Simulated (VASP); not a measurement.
```
CELL_PARAMETERS angstrom
      0.00000     2.13502     2.13502
      2.13502     0.00000     2.13502
      2.13502     2.13502     0.00000
ATOMIC_POSITIONS crystal
  Ti 0.00000 0.00000 0.00000
  N  0.50000 0.50000 0.50000
```

These are PBE GGA, VASP's PBE PAW potentials (set 64) (plane waves; VASP) values and carry that method's errors. Settings: 600 eV cut-off, 14×14×14 Γ-centred mesh, first-order Methfessel-Paxton smearing of 0.10 eV, potentials Ti_sv N.

Task: Give the stress tensor in GPa (positive for a compressed cell).

Result: 
```
-4.04   0.00   0.00
 0.00  -4.04   0.00
 0.00   0.00  -4.04
```
The pressure is its mean diagonal, -4.04 GPa.

The compound is TiN in the rock salt structure. This cell was strained or had an atom moved on purpose. The electron count is odd and the run is not spin-polarised, which forces a metal.
